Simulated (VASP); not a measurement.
# Ge (Fd-3m) in VASP: elastic constants with LDA

Aim: the elastic constants of Ge with LDA.

Program: VASP 6.6.1. These are calculated values, not measurements. Logs are shortened: lines on timing, memory, paths and dates and some standing lists are left out, and cuts for length are marked.

### Step 1. The crystal as given

Symmetry: Fd-3m, No. 227, cubic system. Conventional cell: a = 5.658 Å, b = 5.658 Å, c = 5.658 Å, α = 90.00°, β = 90.00°, γ = 90.00°. Ge (site symmetry -43m) has 4 Ge at 2.45 Å as nearest neighbours.

### Step 2. Elastic constants, LDA

File POSCAR:

```
Ge
1.0
    0.0000000000      2.8287700000      2.8287700000
    2.8287700000      0.0000000000      2.8287700000
    2.8287700000      2.8287700000      0.0000000000
Ge
2
Direct
    0.5000000000      0.5000000000      0.5000000000
    0.7500000000      0.7500000000      0.7500000000
```

File INCAR.step1:

```
SYSTEM = Ge
PREC = Accurate
ENCUT = 600
EDIFF = 1E-8
ISMEAR = 0
SIGMA = 0.1
LREAL = .False.
LASPH = .True.
NELM = 60
ALGO = Normal
ISIF = 3
LWAVE = .False.
LCHARG = .False.
IBRION = 2
NSW = 40
EDIFFG = -0.002
```

File INCAR.step2:

```
SYSTEM = Ge
PREC = Accurate
ENCUT = 600
EDIFF = 1E-8
ISMEAR = 0
SIGMA = 0.1
LREAL = .False.
LASPH = .True.
NELM = 60
ALGO = Normal
ISIF = 3
LWAVE = .False.
LCHARG = .False.
IBRION = 6
NFREE = 2
POTIM = 0.015
NSW = 1
```

File KPOINTS:

```
regular mesh
0
Gamma
  14 14 14
  0 0 0
```

Potentials or basis: VASP PAW LDA potentials, release 64 (Ge_d).

The run is started by

```
cat potpaw_LDA.64/Ge_d/POTCAR > POTCAR
cp INCAR.step1 INCAR
mpirun -np 1 vasp_std > vasp.out
cp CONTCAR POSCAR
cp INCAR.step2 INCAR
mpirun -np 1 vasp_std > vasp.out
```

OUTCAR:

```text
SYSTEM = Ge
   PREC = Accurate
   ENCUT = 600
   EDIFF = 1E-8
   ISMEAR = 0
   LREAL = .False.
   LASPH = .True.
   NELM = 60
   ISIF = 3
   IBRION = 6
   NFREE = 2
   POTIM = 0.015
   NSW = 1

 ion  position               nearest neighbor table
   1  0.500  0.500  0.500-   2 2.44   2 2.44   2 2.44   2 2.44
   2  0.750  0.750  0.750-   1 2.44   1 2.44   1 2.44   1 2.44

  LATTYP: Found a face centered cubic cell.
 ALAT       =     5.6259602934

  Lattice vectors:

 A1 = (   0.0000000000,   2.8129801467,   2.8129801467)
 A2 = (   2.8129801467,   0.0000000000,   2.8129801467)
 A3 = (   2.8129801467,   2.8129801467,   0.0000000000)

Analysis of symmetry for initial positions (statically):
=====================================================================
 Subroutine PRICEL returns:
 Original cell was already a primitive cell.

 Routine SETGRP: Setting up the symmetry group for a
 face centered cubic supercell.

 Subroutine GETGRP returns: Found 48 space group operations
 (whereof 24 operations were pure point group operations)
 out of a pool of 48 trial point group operations.

The static configuration has the point symmetry T_d .
 The point group associated with its full space group is O_h .

Analysis of symmetry for dynamics (positions and initial velocities):
=====================================================================
 Subroutine PRICEL returns:
 Original cell was already a primitive cell.

 Routine SETGRP: Setting up the symmetry group for a
 face centered cubic supercell.

 Subroutine GETGRP returns: Found 48 space group operations
 (whereof 24 operations were pure point group operations)
 out of a pool of 48 trial point group operations.

The dynamic configuration has the point symmetry T_d .
 The point group associated with its full space group is O_h .

 Subroutine INISYM returns: Found 48 space group operations
 (whereof 24 operations are pure point group operations),
[... 342 lines left out ...]
 cond. band min:       4.9604552452   @ k =   0.0000   0.0000   0.0000
 fundamental gap:      0.0596517371
 Fermi energy:         4.9299285452

 k-point     1 :       0.0000    0.0000    0.0000
  band No.  band energies     occupation
      1     -20.0780      2.00000
      2     -20.0746      2.00000
      3     -20.0709      2.00000
      4     -20.0365      2.00000
      5     -20.0363      2.00000
      6     -19.8182      2.00000
[... 481 lines left out ...]
      5     -19.9828      2.00000
      6     -19.8833      2.00000
[... 10 lines left out ...]
     17       9.7640      0.00000
     18       9.7981      0.00000

 [... further k-points ...]
[... 5 lines left out ...]
  --------------------------------------------------------------------------------------
  -------------------------------------------------------------------------------------
  Total       -0.0019605      0.0000383      0.0000383      0.0000000     -0.1303703      0.0000000
  in kB       -0.0705568      0.0013783      0.0013783      0.0000000     -4.6920148      0.0000000
  external PRESSURE =      -0.0226001 kB  Pullay stress =       0.0000000 kB
[... 17 lines left out ...]
  FREE ENERGIE OF THE ION-ELECTRON SYSTEM (eV)
  ---------------------------------------------------
  free  energy   TOTEN  =       -10.3907875279 eV

  energy  without entropy=      -10.3905681531  energy(sigma->0) =      -10.39067784

 INTERNAL STRAIN TENSORS FROM STRAINED CELLS
 ============================================

 INTERNAL STRAIN TENSOR FOR ION    1 for displacements in x,y,z  (eV/Angst):
          X           Y           Z          XY          YZ          ZX
  --------------------------------------------------------------------------------
  x    -0.00000     0.00000     0.00000     0.00000     8.67554     0.00000
  y    -0.00000     0.00000     0.00000     0.00000    -0.00000     8.67148
  z    -0.00000     0.00000     0.00000     8.67360    -0.00000    -0.00000

 INTERNAL STRAIN TENSORS FROM DISPLACED ATOMS
 ============================================

 INTERNAL STRAIN TENSOR FOR ION    1 for displacements in x,y,z  (eV/Angst):
          X           Y           Z          XY          YZ          ZX
  --------------------------------------------------------------------------------
  x     0.00000     0.00000     0.00000     0.00000     8.68981     0.00000
  y    -0.00000    -0.00000    -0.00000     0.00000     0.00000     8.68981
  z     0.00000     0.00000     0.00000     8.68981     0.00000     0.00000

 INTERNAL STRAIN TENSOR FOR ION    2 for displacements in x,y,z  (eV/Angst):
          X           Y           Z          XY          YZ          ZX
  --------------------------------------------------------------------------------
  x    -0.00000    -0.00000    -0.00000     0.00000    -8.68981     0.00000
  y     0.00000     0.00000     0.00000     0.00000     0.00000    -8.68981
  z    -0.00000    -0.00000    -0.00000    -8.68981     0.00000     0.00000

 Eigenvectors and eigenvalues of the dynamical matrix
 ----------------------------------------------------

   1 f  =    8.720684 THz    54.793671 2PiTHz  290.890692 cm-1    36.065833 meV
             X         Y         Z           dx          dy          dz
      2.812980  2.812980  2.812980     0.000000   -0.707107    0.000000
      4.219470  4.219470  4.219470     0.000000    0.707107    0.000000
[... 21 lines left out ...]
   6 f  =    0.000000 THz     0.000000 2PiTHz    0.000000 cm-1     0.000000 meV
             X         Y         Z           dx          dy          dz
      2.812980  2.812980  2.812980     0.000000    0.000000    0.707107
      4.219470  4.219470  4.219470     0.000000    0.000000    0.707107

--------------------------------------------------------------------------------------------------------

 ELASTIC MODULI CONTR FROM IONIC RELAXATION (kBar)
 Direction    XX          YY          ZZ          XY          YZ          ZX
 --------------------------------------------------------------------------------
 XX          -0.0000     -0.0000     -0.0000     -0.0000     -0.0000      0.0000
 YY          -0.0000     -0.0000     -0.0000     -0.0000     -0.0000      0.0000
 ZZ          -0.0000     -0.0000     -0.0000     -0.0000     -0.0000      0.0000
 XY          -0.0000     -0.0000     -0.0000   -240.5664      0.0000      0.0000
 YZ          -0.0000     -0.0000     -0.0000      0.0000   -240.5664      0.0000
 ZX           0.0000      0.0000      0.0000      0.0000      0.0000   -240.5664
 --------------------------------------------------------------------------------

 TOTAL ELASTIC MODULI (kBar)
 Direction    XX          YY          ZZ          XY          YZ          ZX
 --------------------------------------------------------------------------------
 XX        1205.1339    465.9700    465.9700     -0.0000     -0.0000      0.0000
 YY         465.9700   1205.1339    465.9700     -0.0000     -0.0000      0.0000
 ZZ         465.9700    465.9700   1205.1339     -0.0000     -0.0000      0.0000
 XY          -0.0000     -0.0000     -0.0000    615.5407      0.0000      0.0000
 YZ          -0.0000     -0.0000     -0.0000      0.0000    615.5407      0.0000
 ZX           0.0000      0.0000      0.0000      0.0000      0.0000    615.5407
 --------------------------------------------------------------------------------
```

OUTCAR.step1:

```text
SYSTEM = Ge
   PREC = Accurate
   ENCUT = 600
   EDIFF = 1E-8
   ISMEAR = 0
   LREAL = .False.
   LASPH = .True.
   NELM = 60
[... 797 lines left out ...]
  -------------------------------------------------------------------------------------
  Total       -0.0010562     -0.0010562     -0.0010562      0.0000000      0.0000000     -0.0000000
  in kB       -0.0380118     -0.0380118     -0.0380118      0.0000000      0.0000000     -0.0000000
  external PRESSURE =      -0.0380118 kB  Pullay stress =       0.0000000 kB
[... 17 lines left out ...]
  FREE ENERGIE OF THE ION-ELECTRON SYSTEM (eV)
  ---------------------------------------------------
  free  energy   TOTEN  =       -10.3921643233 eV

  energy  without entropy=      -10.3919709110  energy(sigma->0) =      -10.39206762

 reached required accuracy - stopping structural energy minimisation
```

OSZICAR.step1:

```text
N       E                     dE             d eps       ncg     rms          rms(c)
DAV:   1     0.172561833147E+03    0.17256E+03   -0.16661E+04  3840   0.452E+03
[... 25 lines left out ...]
DAV:   1    -0.104064795360E+02   -0.14772E-01   -0.20237E-01  4958   0.961E+00    0.701E-01
DAV:   2    -0.103958115803E+02    0.10668E-01   -0.14896E-02  4860   0.259E+00    0.347E-01
DAV:   3    -0.103924120953E+02    0.33995E-02   -0.57050E-03  4928   0.142E+00    0.836E-02
DAV:   4    -0.103921696127E+02    0.24248E-03   -0.67362E-04  4796   0.552E-01    0.182E-02
DAV:   5    -0.103921648453E+02    0.47674E-05   -0.56002E-05  4486   0.153E-01    0.135E-02
DAV:   6    -0.103921643108E+02    0.53443E-06   -0.43885E-06  4696   0.445E-02    0.829E-04
DAV:   7    -0.103921643253E+02   -0.14425E-07   -0.20621E-07  4964   0.688E-03    0.127E-04
DAV:   8    -0.103921643233E+02    0.19882E-08   -0.83860E-09  2274   0.199E-03
   3 F= -.10392164E+02 E0= -.10392068E+02  d E =-.274152E-02
```

Wall time 49 min (1 thread of AMD EPYC 9R14 (Zen 4), shared host); peak memory 0.99 GiB.

Results:

| Quantity | Value |
| --- | --- |
| Relaxed volume | 22.26 Å³/atom |
| Relaxed cell | a = 3.978 Å, b = 3.978 Å, c = 3.978 Å, α = 60.00°, β = 60.00°, γ = 60.00° |
| Space group after relaxing (to 0.05 Å) | Fd-3m (No. 227) |
| Elastic constants C11, C12, C44 | 121, 47, 62 GPa |
| Voigt bulk modulus | 71 GPa |
| Highest phonon frequency at Γ | 291 cm⁻¹ |

The path:
| step | energy change (eV) | largest force (eV/Å) | pressure (GPa) | volume (Å³) |
| --- | --- | --- | --- | --- |
| 1 | 0.0000 | 0.0000 | -1.15 | 45.27 |
| 2 | -0.0023 | 0.0000 | 0.48 | 44.22 |
| 3 | -0.0027 | 0.0000 | 0.00 | 44.52 |

Final structure:
```
CELL_PARAMETERS angstrom
0.00000 2.81298 2.81298
2.81298 0.00000 2.81298
2.81298 2.81298 0.00000
ATOMIC_POSITIONS crystal
Ge 0.50000 0.50000 0.50000
Ge 0.75000 0.75000 0.75000
```

Phonon frequencies in cm⁻¹ (negative: imaginary):
| q point | frequencies |
| --- | --- |
| (0.000, 0.000, 0.000) | 0 0 0 291 291 291 |

Elastic tensor in Voigt notation (GPa, in the Cartesian axes of the cell as first typed):
```
121  47  47   0   0   0
 47 121  47   0   0   0
 47  47 121   0   0   0
  0   0   0  62   0   0
  0   0   0   0  62   0
  0   0   0   0   0  62
```

Clamped-ion elastic tensor (GPa):
```
121  47  47   0   0   0
 47 121  47   0   0   0
 47  47 121   0   0   0
  0   0   0  86   0   0
  0   0   0   0  86   0
  0   0   0   0   0  86
```
